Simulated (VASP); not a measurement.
CdS:

```
Cd S
1.0
     0.00000    2.91650    2.91650
     2.91650    0.00000    2.91650
     2.91650    2.91650    0.00000
Cd S
1 1
Cartesian
  0.0000 0.0000 0.0000
  1.4583 1.4583 1.4583
```

```yaml
Program: VASP 6.6.1
Task: relaxation of cell and atoms
Functional: PBE
Potentials_or_basis: VASP PAW PBE potentials, release 64 (Cd, S)
Cutoff: 520 eV
k_mesh: 10 × 10 × 10
Occupations: gaussian, width 0.02 eV
Spin: no spin polarisation
```

At the start: pressure 3.2 GPa; volume 24.81 Å³/atom.

How do energy, volume and symmetry change on relaxing?

Over 3 steps the energy falls by 12.9 meV/atom and the volume is 26.16 Å³/atom (+5.4 %); space group F-43m (No. 216, to 0.05 Å).

The path:
```tsv
step	energy change (eV)	largest force (eV/Å)	pressure (GPa)	volume (Å³)
1	0.0000	0.0000	3.21	49.62
2	-0.0230	0.0000	-0.93	53.27
3	-0.0258	0.0000	0.01	52.31
```

Final structure:
```yaml
crystal:
  lattice:
    - [0.00000, 2.96842, 2.96842]
    - [2.96842, 0.00000, 2.96842]
    - [2.96842, 2.96842, 0.00000]
  atoms:
    - { symbol: Cd, position: [0.00000, 0.00000, 0.00000] }
    - { symbol: S, position: [0.25000, 0.25000, 0.25000] }
```
